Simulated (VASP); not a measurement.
Input:

```xyz
4
Lattice="3.9578 0.0000 0.0000 -1.9789 3.4276 0.0000 0.0000 0.0000 7.2420" Properties=species:S:1:pos:R:3 pbc="T T T"
Tl    -1.9789     3.4276     0.0000
Tl    -1.9789     3.4276     3.6210
As     0.0000     2.2851     1.8105
As     1.9789     1.1425     5.4315
```

The numbers are results of PBEsol GGA, VASP's PBE PAW potentials (set 64) (plane waves; VASP), not measurements. Numerical set-up: 400 eV cut-off, 12×12×6 Γ-centred mesh, tetrahedra with Blöchl corrections, potentials Tl_d As.

Problem. The job: TlAs (relaxed from the NiAs type structure, space group P6_3/mmc), 4 atoms, PBEsol, static run, 400 eV, 12×12×6 Γ-centred mesh. Roughly how much core time does it take on a busy server core?

Solution. About 2 core-minutes (one run on a shared machine, a rough figure). It had 76 irreducible k-points, 22 bands, up to 1823 plane waves and 21 electronic steps.

The structure was generated: TlAs was put into the NiAs type type (P6_3/mmc), which need not be its known phase. It was relaxed first, which changed the volume by +10 %.
